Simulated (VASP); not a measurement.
These are PBE GGA with D3 dispersion (Becke-Johnson damping), VASP's PBE PAW potentials (set 64) (plane waves; VASP) values and carry that method's errors. For the first row: Run with 520 eV cut-off, 7×7×7 Γ-centred mesh, Gaussian smearing of 0.050 eV, potentials Pb_d F.

```
system                energy (eV/atom)
--------------------  ----------------
PbF$_{2}$ (fluorite)           -4.9329
Pb atom                        -0.6153
F atom                         -0.6870
```

Atoms are spin-polarised in a large box without symmetry, with the spin fixed by Hund's rule, and may not be in the lowest state of each functional; no zero-point energy is added.  Spin-orbit coupling is left out, which shifts such energies by up to tenths of an eV for the heavy elements here.

Q: What is the cohesive energy per atom of PbF2?

A: The references average (1×(-0.6153) + 2×(-0.6870))/3 = -0.6631 eV, so the cohesive energy is -0.6631 − (-4.9329) = 4.270 eV/atom.
